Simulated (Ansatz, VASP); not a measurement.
**LiPS3 in two plane-wave programs**

Aim: how closely do two programs agree when they are given the same cell, functional and k mesh?

Program: Ansatz 0.2.0. Level of theory: plane waves, with VASP 6.6.1 beside it; single point at PBE. Results are calculated unless marked as measured.

## Step 1: The starting structure

It takes space group C2/m (No. 12, monoclinic). The conventional cell has a = 11.116 Å, b = 7.007 Å, c = 6.525 Å, α = 90.00°, β = 125.57°, γ = 90.00°. Nearest to S lie 2 P at 2.14 Å. Nearest to S lie 1 P at 2.01 Å and 2 Li at 2.60 Å. S has 1 P at 1.98 Å and 2 Li at 2.54 Å nearest. Nearest to P lie 4 S at 1.98 to 2.14 Å. Nearest to Li lie 4 S at 2.54 to 2.60 Å. Farther neighbours and most contacts between anions are not listed.

## Step 2: Ansatz: single point, PBE

Ansatz runs on its default PAW (the set named soft_2) files.

A single point gives forces, pressure and levels at one fixed geometry, so differences don't come from the geometry; what else differs is listed under the comparison.

Contents of input.yaml:

```yaml
crystal:
  lattice:
    - [5.5578, -3.5035, 0.0]
    - [5.5578, 3.5035, 0.0]
    - [-3.7957895619, 0.0, 5.3074392707]
  atoms:
    - { symbol: S, position: [0.222953416, 0.777046584, 0.5] }
    - { symbol: S, position: [0.777046584, 0.222953416, 0.5] }
    - { symbol: S, position: [0.1988591977, 0.1988591977, 0.3229731114] }
    - { symbol: S, position: [0.8011408023, 0.8011408023, 0.6770268886] }
    - { symbol: S, position: [0.3217142488, 0.3217142488, 0.9413457536] }
    - { symbol: S, position: [0.6782857512, 0.6782857512, 0.0586542464] }
    - { symbol: P, position: [0.1536007162, 0.1536007162, 0.579243849] }
    - { symbol: P, position: [0.8463992838, 0.8463992838, 0.420756151] }
    - { symbol: Li, position: [0.7584985498, 0.2415014502, 0.0] }
    - { symbol: Li, position: [0.2415014502, 0.7584985498, 0.0] }
hamiltonian:
  xc: pbe
  pseudopotentials: { kind: paw }
kpoints:
  mp_grid: { grid: [4, 4, 4] }
scf:
  occupations: { method: gaussian, width: 0.01 }
  n_extra_bands: 6
output:
  forces: true
  stress: true
  eigenvalues: true
```

The run is started by

```sh
> ansatz run input.yaml --threads 4 --pin off --max-ram 9216MiB --backend cpu --events-out ev --progress --plain --runs-dir out
```

Numbers of over 12 decimals in the logs are rounded to 6 here.

The program printed:

```text
scf.n_extra_bands = 6 over 26 filled bands (N_el = 52.0): the run solves 32 bands
Engine: ansatz 0.2.0, aarch64-unknown-linux-gnu
Pseudopotentials: kind: paw
Pseudopotential: S, paw, valence charge 6, recommended cutoff 420 eV (normal), S.paw.azcp
Pseudopotential: P, paw, valence charge 5, recommended cutoff 420 eV (normal), P.paw.azcp
Pseudopotential: Li, paw, valence charge 3, recommended cutoff 420 eV (normal), Li.paw.azcp
Functional definition: PBE
  parameter kappa = 0.804
  parameter beta = 0.066725
  exchange = pbe_x(kappa = kappa, mu = beta*pi^2/3)
  correlation = pbe_c(beta = beta)
Crystal: 10 atoms, lattice volume = 206.690 Å³
Basis set: ecut = 420 eV, 3981 PW (Γ), exchange–correlation on 90×90×90 points (8 copies of the dense FFT grid, shifted against one another)
Bands: 32, of which v1, the nominal top of the filled ones, is band 26 counted from 1 (25 counted from 0)
Symmetry: 4 space group operations
Space group: C2/m (ITA 12), of the structure as read, at distance tolerance 5.9e-5 Å
k-points: 24 of 64
Non-local potential: S, projectors of the file, l = 0: 2, l = 1: 2, l = 2: 2
Non-local potential: P, projectors of the file, l = 0: 2, l = 1: 2, l = 2: 2
Non-local potential: Li, projectors of the file, l = 0: 3, l = 1: 2, l = 2: 1
PAW form: soft (Blöchl's): semilocal exchange-correlation on the pseudo side does not see the compensation charge
PAW one-centre angular grid: S, 110 points (default); XC on 64 Gauss nodes
PAW one-centre angular grid: P, 110 points (default); XC on 64 Gauss nodes
PAW one-centre angular grid: Li, 110 points (default); XC on 64 Gauss nodes
Initial density: superposition of atomic densities (neutral atoms: chi_scale 0, normalization atom), corrected by the library's trained network
Initial wavefunctions: pseudopotential atomic-orbital guess
Functional: x = pbe(κ = 0.804, μ = 0.219515), c = pbe(β = 0.066725)
SCF iter   1: F=—  HF=-7338.811548 eV  |F-HF|=—  |Δ(HF+E_count)|=         —  Δρ=1.45e-3  dr2=3.47e-3  ethr=1.77e-3  ⟨swp⟩=9.5  Hψ=4349  notcnv=0
preconditioner: auto → Resta (q_TF=auto, 2.168 Å⁻¹)  ε∞=4.7  [insulator: Δε(μ)=1.764 eV  Ē_g=9.363 eV  σ=0.010 eV  W_gap=1.00  n_scr=34 (ndim 8)  ℏωp=17.9 eV  f_vac=0.000  D(μ)=0.00/eV (n_scr^D=0)  ε∞_Penn≈4.7]
SCF iter   2: F=—  HF=-7338.808179 eV  |F-HF|=—  |Δ(HF+E_count)|=   3.37e-3  Δρ=8.24e-4  dr2=1.14e-3  ethr=6.68e-6  ⟨swp⟩=3.2  Hψ=2011  notcnv=0  defer=37
SCF iter   3: F=—  HF=-7338.808798 eV  |F-HF|=—  |Δ(HF+E_count)|=   6.19e-4  Δρ=3.80e-4  dr2=2.29e-4  ethr=2.19e-6  ⟨swp⟩=2.2  Hψ=1211  notcnv=0  defer=37
SCF iter   4: F=—  HF=-7338.809061 eV  |F-HF|=—  |Δ(HF+E_count)|=   2.63e-4  Δρ=1.40e-4  dr2=3.43e-5  ethr=4.39e-7  ⟨swp⟩=2.8  Hψ=1482  notcnv=0  defer=37
SCF iter   5: F=—  HF=-7338.809108 eV  |F-HF|=—  |Δ(HF+E_count)|=   4.65e-5  Δρ=3.18e-5  dr2=3.32e-6  ethr=6.60e-8  ⟨swp⟩=2.6  Hψ=1326  notcnv=0  defer=37
SCF iter   6: F=—  HF=-7338.809110 eV  |F-HF|=—  |Δ(HF+E_count)|=   1.91e-6  Δρ=7.05e-6  dr2=2.06e-7  ethr=6.38e-9  ⟨swp⟩=2.2  Hψ=1211  notcnv=0  defer=37
SCF iter   7: F=-7338.809110 eV  HF=-7338.809110 eV  |F-HF|=1.95e-9  |Δ(HF+E_count)|=   1.62e-8  Δρ=1.45e-6  dr2=7.25e-9  ethr=1.92e-10  ⟨swp⟩=11.1  Hψ=3824  notcnv=0
SCF 1 converged in 7 iterations: F = -7338.809110 eV  dr2 = 7.25e-9
  greatest PAW one-centre occupation: 1.000 electrons in one spin orbital (limit 2), on the Li atom at site 9 (counted from 0), in its partial waves of l = 0
SCF converged after 7 iterations
Free energy (F): -7338.809110 eV
Harris-Foulkes:  -7338.809110 eV  (|F-HF|=1.95e-9)
Internal energy: -7338.809110 eV  (E = F + TS)
E sigma→0 (E₀):  -7338.809110 eV
Fermi energy:    4.710816 eV
--- Per-component energies (eV) ---
  E_band       = -260.310359
  E_kinetic    = 832.334950
  E_local      = -1372.508078  (includes V_loc(G=0)·N_el)
  E_nonlocal   = 170.406927
  E_hartree    = 428.048160
  E_xc         = -729.338936
  E_vxc        = -676.468854  (∫ρ·V_xc dr)
  E_paw        = -4782.235433  (= ΣΔE_a)
  E_vpaw       = -70.171849  (= ΣTr[D̂ρ^β])
  E_aug_tail   = 0.000039  (compensation charges beyond the density's cutoff)
  E_ewald      = -1885.516739
  E_smearing   = -0.000000  (= −TS)
  E_closure    = -0.000000  (closes the sum)
  Σ components = -7338.809110   (vs F -7338.809110, Δ=0.00e0)
--- Forces (eV/Å), atoms counted from 1 ---
  atom   1  S      0.00000000    -0.14582808    -0.00000000
  atom   2  S      0.00000000     0.14582808     0.00000000
  atom   3  S      0.05398361    -0.00000000    -0.13716843
  atom   4  S     -0.05398361     0.00000000     0.13716843
  atom   5  S      0.05741572    -0.00000000     0.15448234
  atom   6  S     -0.05741572     0.00000000    -0.15448234
  atom   7  P     -0.01569108    -0.00000000    -0.03551943
  atom   8  P      0.01569108     0.00000000     0.03551943
  atom   9  Li     0.00000000    -0.01000759     0.00000000
  atom  10  Li    -0.00000000     0.01000759    -0.00000000
  max |Σ_I F_I| component: 3.47e-18 eV/Å
--- Stress (GPa, compression-positive) ---
        1.383661       0.000000      -0.047061
        0.000000       1.339277      -0.000000
       -0.047063      -0.000000       1.612071
  P = ⅓ Tr σ = 1.4450 GPa (14.450 kbar)
--- Band table (eV; the first three rows and the last of 24) ---
  k-point 0: bands = [... 22 lower, 3.0227, 3.3074, 3.4052, 3.8255, 5.9801, 6.5075, 6.8399, 7.6760, ... 2 higher]
  k-point 1: bands = [... 22 lower, 3.1015, 3.2409, 3.4044, 3.4118, 5.7224, 6.6118, 6.6436, 7.6404, ... 2 higher]
  k-point 2: bands = [... 22 lower, 3.0817, 3.1006, 3.1359, 3.1534, 5.5961, 6.4743, 6.6015, 7.8322, ... 2 higher]
  k-point 23: bands = [... 22 lower, 3.0770, 3.1138, 3.1566, 3.3324, 6.3255, 6.6341, 7.3517, 7.6661, ... 2 higher]
```

The job ended after 2.6 s (4 threads of Arm Neoverse V2, shared host; peak memory 0.59 GiB; 8.6 s of CPU time).

The run ends at a pressure of 1.45 GPa, with forces up to 0.16 eV/Å.

## Step 3: VASP: single point, PBE

The same cell, functional, mesh and smearing now go to VASP, with its own data sets and cutoff.

Lines of VASP's logs that name or quote its potential files are left out, and so is its time.

Contents of INCAR:

```
SYSTEM = LiPS3
PREC = Accurate
ENCUT = 650
EDIFF = 1E-07
NELM = 100
ISMEAR = 0
SIGMA = 0.01
LREAL = .FALSE.
ALGO = Normal
GGA = PE
NBANDS = 36
LORBIT = 11
LWAVE = .FALSE.
LCHARG = .FALSE.
KPAR = 4
```

Contents of POSCAR:

```
LiPS3
1.0
    5.5578000000     -3.5035000000      0.0000000000
    5.5578000000      3.5035000000      0.0000000000
   -3.7957895619      0.0000000000      5.3074392707
S P Li
6 2 2
Direct
    0.2229534160      0.7770465840      0.5000000000
    0.7770465840      0.2229534160      0.5000000000
    0.1988591977      0.1988591977      0.3229731114
    0.8011408023      0.8011408023      0.6770268886
    0.3217142488      0.3217142488      0.9413457536
    0.6782857512      0.6782857512      0.0586542464
    0.1536007162      0.1536007162      0.5792438490
    0.8463992838      0.8463992838      0.4207561510
    0.7584985498      0.2415014502      0.0000000000
    0.2415014502      0.7584985498      0.0000000000
```

Contents of KPOINTS:

```
Automatic mesh
0
Gamma
4 4 4
0 0 0
```

Potentials, in the order of the species: S, P and Li_sv (PBE family, release 64).

The run is started by

```sh
> mpirun -np 4 vasp_std
```

The program printed:

```text
[banner, memory and clock lines left out]
running    4 mpi-ranks, on    1 nodes
 distrk:  each k-point on    1 cores,    4 groups
 distr:  one band on    1 cores,    1 groups

 POSCAR found type information on POSCAR S P Li
 POSCAR found :  3 types and      10 ions
 LDA part: xc-table for (Slater+PW92), standard interpolation
 POSCAR, INCAR and KPOINTS ok, starting setup
 FFT: planning ... GRIDC
 FFT: planning ... GRID_SOFT
 FFT: planning ... GRID
 WAVECAR not read
 entering main loop
       N       E                     dE             d eps       ncg     rms          rms(c)
DAV:   1     0.357459652171E+03    0.35746E+03   -0.24876E+04  1728   0.154E+03
DAV:   2    -0.828460763818E+01   -0.36574E+03   -0.34971E+03  2192   0.283E+02
DAV:   3    -0.441688226686E+02   -0.35884E+02   -0.35628E+02  2572   0.857E+01
DAV:   4    -0.463789432832E+02   -0.22101E+01   -0.21985E+01  3168   0.189E+01
DAV:   5    -0.466880374208E+02   -0.30909E+00   -0.30905E+00  2608   0.364E+00    0.230E+01
DAV:   6    -0.451609006078E+02    0.15271E+01   -0.22952E+00  2112   0.718E+00    0.152E+01
DAV:   7    -0.450679182090E+02    0.92982E-01   -0.20335E+00  2232   0.548E+00    0.313E+00
DAV:   8    -0.450396997449E+02    0.28218E-01   -0.27113E-01  2096   0.240E+00    0.213E+00
DAV:   9    -0.450425010088E+02   -0.28013E-02   -0.40210E-02  2216   0.848E-01    0.656E-01
DAV:  10    -0.450426625181E+02   -0.16151E-03   -0.26934E-03  2528   0.272E-01    0.414E-01
DAV:  11    -0.450431446091E+02   -0.48209E-03   -0.12673E-03  2048   0.162E-01    0.943E-02
DAV:  12    -0.450431730593E+02   -0.28450E-04   -0.16433E-04  2576   0.567E-02    0.464E-02
DAV:  13    -0.450431918879E+02   -0.18829E-04   -0.50941E-05  2184   0.314E-02    0.226E-02
DAV:  14    -0.450431950213E+02   -0.31334E-05   -0.73947E-06  2240   0.143E-02    0.241E-02
DAV:  15    -0.450431951366E+02   -0.11526E-06   -0.20553E-06  2224   0.565E-03    0.138E-02
DAV:  16    -0.450431954586E+02   -0.32201E-06   -0.45568E-07  1868   0.313E-03    0.658E-03
DAV:  17    -0.450431954584E+02    0.22374E-09   -0.14870E-07  1416   0.173E-03
   1 F= -.45043195E+02 E0= -.45043195E+02  d E =-.151149E-65
```

From OUTCAR (step 3):

```text
ion  position               nearest neighbor table
   1  0.223  0.777  0.500-   7 2.14   8 2.14
   2  0.777  0.223  0.500-   7 2.14   8 2.14
   3  0.199  0.199  0.323-   7 2.01   9 2.60  10 2.60
   4  0.801  0.801  0.677-   8 2.01   9 2.60  10 2.60
   5  0.322  0.322  0.941-   7 1.98   9 2.54  10 2.54
   6  0.678  0.678  0.059-   8 1.98   9 2.54  10 2.54
   7  0.154  0.154  0.579-   5 1.98   3 2.01   1 2.14   2 2.14   8 2.94
   8  0.846  0.846  0.421-   6 1.98   4 2.01   1 2.14   2 2.14   7 2.94
   9  0.758  0.242  0.000-   5 2.54   6 2.54   3 2.60   4 2.60
  10  0.242  0.758  0.000-   5 2.54   6 2.54   3 2.60   4 2.60

  LATTYP: Found a base centered monoclinic cell.
 ALAT       =    11.1156000000
 B/A-ratio  =     0.6303753284
 C/A-ratio  =     0.5870218432
 COS(beta)  =    -0.5817212858

 Subroutine GETGRP returns: Found  4 space group operations
 (whereof  4 operations were pure point group operations)

The static configuration has the point symmetry C_2h.

 Found     24 irreducible k-points:

   k-points           NKPTS =     24   k-points in BZ     NKDIM =     24   number of bands    NBANDS=     36

   dimension x,y,z NGX =    56 NGY =   56 NGZ =   54
   dimension x,y,z NGXF=   112 NGYF=  112 NGZF=  108

   ENCUT  =  650.0 eV  47.77 Ry    6.91 a.u.  13.66 13.66 13.56*2*pi/ulx,y,z

   NELECT =      52.0000    total number of electrons

 k-points in reciprocal lattice and weights: Automatic mesh
   0.00000000  0.00000000  0.00000000       0.016
   0.25000000 -0.00000000  0.00000000       0.062
   0.50000000 -0.00000000  0.00000000       0.031
   0.25000000  0.25000000  0.00000000       0.031
   0.50000000  0.25000000  0.00000000       0.062
  -0.25000000  0.25000000  0.00000000       0.031
   0.50000000  0.50000000  0.00000000       0.016
   0.00000000  0.00000000  0.25000000       0.031
   0.25000000 -0.00000000  0.25000000       0.062
[...]
-0.25000000  0.25000000  0.50000000       0.031
   0.50000000  0.50000000  0.50000000       0.016

 average (electrostatic) potential at core
       1 -88.7569       2 -88.7569       3 -87.7071       4 -87.7071       5 -87.6118
       6 -87.6118       7 -87.2714       8 -87.2714       9 -61.3592      10 -61.3592

 E-fermi :   2.9594

 k-point     1 :       0.0000    0.0000    0.0000
  band No.  band energies     occupation
    ...
     22       1.4901      2.00000
     23       2.0384      2.00000
     24       2.3246      2.00000
     25       2.4203      2.00000
     26       2.8401      2.00000
     27       4.9933      0.00000
     28       5.5318      0.00000
     29       5.8779      0.00000
     30       6.7077      0.00000
     31       7.0036      0.00000
    ...

 k-point     2 :       0.2500   -0.0000    0.0000
  band No.  band energies     occupation
    ...
     22       1.5450      2.00000
     23       1.7462      2.00000
     24       2.1853      2.00000
     25       2.4756      2.00000
     26       2.5900      2.00000
     27       4.9095      0.00000
     28       5.6605      0.00000
     29       5.9607      0.00000
     30       6.6707      0.00000
     31       7.1620      0.00000
    ...

 k-point     3 :       0.5000   -0.0000    0.0000
  band No.  band energies     occupation
    ...
     22       1.5868      2.00000
     23       1.8195      2.00000
     24       2.1277      2.00000
     25       2.2385      2.00000
     26       2.3521      2.00000
     27       4.8191      0.00000
     28       5.7787      0.00000
     29       6.0129      0.00000
     30       6.6648      0.00000
     31       7.3110      0.00000
    ...

  Total        1.2505162      1.3873602      1.3933808      0.0000000      0.0000000     -0.0326378
  in kB        9.6934830     10.7542406     10.8009095      0.0000000      0.0000000     -0.2529948
  external PRESSURE =      10.4162110 kB  Pullay stress =       0.0000000 kB

  energy-cutoff  :      650.00
  volume of cell :      206.69
      direct lattice vectors                 reciprocal lattice vectors
     5.557800000 -3.503500000  0.000000000     0.089963655 -0.142714428  0.064340463
     5.557800000  3.503500000  0.000000000     0.089963655  0.142714428  0.064340463
    -3.795789562  0.000000000  5.307439271     0.000000000  0.000000000  0.188414780

 POSITION                                       TOTAL-FORCE (eV/Angst)
 -----------------------------------------------------------------------------------
      3.65991      1.94127      2.65372        -0.000000     -0.050842      0.000000
      3.65991     -1.94127      2.65372        -0.000000      0.050842      0.000000
      0.98450      0.00000      1.71416        -0.023697      0.000000     -0.064897
      6.33531      0.00000      3.59328         0.023697      0.000000      0.064897
      0.00290      0.00000      4.99614         0.027617      0.000000      0.040932
      7.31691      0.00000      0.31130        -0.027617      0.000000     -0.040932
     -0.49132      0.00000      3.07430         0.009820      0.000000     -0.017482
      7.81113      0.00000      2.23314        -0.009820      0.000000      0.017482
      5.55780     -1.81130      0.00000        -0.000000     -0.010390     -0.000000
      5.55780      1.81130      0.00000        -0.000000      0.010390      0.000000
 -----------------------------------------------------------------------------------
    total drift:                                0.000000     -0.000000     -0.000000

  FREE ENERGIE OF THE ION-ELECTRON SYSTEM (eV)
  ---------------------------------------------------
  free  energy   TOTEN  =       -45.0431954584 eV

  energy  without entropy=      -45.0431954584  energy(sigma->0) =      -45.04319546

 total charge
# of ion       s       p       d       tot
------------------------------------------
    1        1.372   2.334   0.000   3.706
    2        1.372   2.334   0.000   3.706
    3        1.353   2.392   0.000   3.745
    4        1.353   2.392   0.000   3.745
    5        1.350   2.414   0.000   3.764
    6        1.350   2.414   0.000   3.764
    7        0.981   1.380   0.000   2.361
    8        0.981   1.380   0.000   2.361
    9        2.010   0.037   0.000   2.048
   10        2.010   0.037   0.000   2.048
--------------------------------------------------
tot         14.133  17.114   0.000  31.247

[... 3 further parts left out ...]
```

The gap is read on the k-mesh alone, so it is an upper bound where the band edges lie off the mesh.

## Step 4: Differences

Known differences besides the PAW data sets themselves: the cutoff is 420 eV in Ansatz and 650 eV in VASP; VASP leaves aspherical gradient terms in its spheres out (LASPH is not set), Ansatz keeps them. Total energies have different zeros and are not compared.

The two programs side by side:

| quantity | Ansatz | VASP | difference |
| --- | --- | --- | --- |
| pressure (GPa) | 1.45 | 1.04 | +0.40 |
| gap on the k mesh (eV) | 1.771 | 1.768 | +0.003 |

Forces (eV/Å; atoms numbered as in POSCAR):

| atom | Ansatz x, y, z | VASP x, y, z |
| --- | --- | --- |
| S1 | 0.000, -0.146, 0.000 | 0.000, -0.051, 0.000 |
| S2 | 0.000, 0.146, 0.000 | 0.000, 0.051, 0.000 |
| S3 | 0.054, 0.000, -0.137 | -0.024, 0.000, -0.065 |
| S4 | -0.054, 0.000, 0.137 | 0.024, 0.000, 0.065 |
| S5 | 0.057, 0.000, 0.154 | 0.028, 0.000, 0.041 |
| S6 | -0.057, 0.000, -0.154 | -0.028, 0.000, -0.041 |
| P7 | -0.016, 0.000, -0.036 | 0.010, 0.000, -0.017 |
| P8 | 0.016, 0.000, 0.036 | -0.010, 0.000, 0.017 |
| Li9 | 0.000, -0.010, 0.000 | 0.000, -0.010, 0.000 |
| Li10 | 0.000, 0.010, 0.000 | 0.000, 0.010, 0.000 |

The forces differ by 48 meV/Å r.m.s., which is 184.4 % of the r.m.s. force of 0.03 eV/Å (both taken over all components).

## Step 5: Further runs

The difference is large enough to ask for its cause, so further runs change the set-up of one program at a time, as the table lists.

| run | r.m.s. force difference (meV/Å) |
| --- | --- |
| as above | 48 |
| Ansatz's larger PAW set (cutoff 780 eV) | 49 |
| norm-conserving potentials (cutoff 1034 eV) | 47 |

## Step 6: What came out

| Property | Result |
| --- | --- |
| r.m.s. force difference (single point, PBE) | 48 meV/Å |

The r.m.s. force difference is 48 meV/Å (single point, PBE), beyond the 12 meV/Å picked in this series as the mark of a large difference. For single point, PBE: no further run halves the r.m.s. force difference; only Ansatz's side was varied, and Ansatz's runs with other potentials lie closer to each other than to VASP, which for this quantity points to VASP's side; this was not tested here. 1 further run on this material is not shown. Differences of this kind measure data sets and numerical settings, not the functional's error against experiment.

[Lines on the potential files, build, host, timing and source positions are cut from VASP's logs without a mark.]

[Logs are printed without paths, hosts, clocks, repeated set-up lines and the standing remarks that a program may print on its own settings, such as how far it seeks lower states.]

[Hosts, paths, dates, database ids (printed as entryN), source tags and the programs' standing remarks are cut or masked in the printed files.]
